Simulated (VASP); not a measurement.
A convergence study with VASP on CdS (zinc blende): one setting is varied, all else stays as given below, so the limit is that of these other settings.

```
CdS
1.0
    0.00000     2.91000     2.91000
    2.91000     0.00000     2.91000
    2.91000     2.91000     0.00000
Cd S
1 1
Direct
  0.00000   0.00000   0.00000
  0.25000   0.25000   0.25000
```

Method: PBEsol GGA, VASP's PBE PAW potentials (set 64) (plane waves; VASP 6.6.1). The tightest run used: 550 eV cut-off, 13×13×13 Monkhorst-Pack mesh, Gaussian smearing of 0.050 eV, potentials Cd S.

**Question.** The settings run are 1×1×1 mesh; 2×2×2 mesh; 3×3×3 mesh; 4×4×4 mesh; 5×5×5 mesh; 6×6×6 mesh; 7×7×7 mesh; 8×8×8 mesh; 9×9×9 mesh; 10×10×10 mesh; 11×11×11 mesh; 12×12×12 mesh; 13×13×13 mesh. From which on does the stress (every component) stay within 0.1 GPa of the tightest run?

**Answer.** From 4×4×4 mesh on: it is off by 0.00 there and by no more than 0.1 in any finer run, while 3×3×3 mesh is off by 0.78.
```
setting        E (eV/atom)  pressure (GPa)  irreducible k-points  difference judged (GPa)
-------------  -----------  --------------  --------------------  -----------------------
1×1×1 mesh          2.1290           39.46                     1                    38.93
2×2×2 mesh         -3.3903            0.74                     2                     0.21
3×3×3 mesh         -3.3202            1.31                     4                     0.78
4×4×4 mesh         -3.4065            0.53                    10                     0.00
5×5×5 mesh         -3.4017            0.57                    10                     0.04
6×6×6 mesh         -3.4066            0.53                    28                     0.00
7×7×7 mesh         -3.4061            0.53                    20                     0.00
8×8×8 mesh         -3.4066            0.53                    60                     0.00
9×9×9 mesh         -3.4065            0.53                    35                     0.00
10×10×10 mesh      -3.4066            0.53                   110                     0.00
11×11×11 mesh      -3.4066            0.53                    56                     0.00
12×12×12 mesh      -3.4066            0.53                   182                     0.00
13×13×13 mesh      -3.4066            0.53                    84                     0.00
```

Left out are rungs that failed or repeat a setting and relaxations that didn't move; long series are thinned to 24 rows.

The compound is CdS in the zinc blende structure, a metastable form; wurtzite is the usual one. The cell was not relaxed at this level.
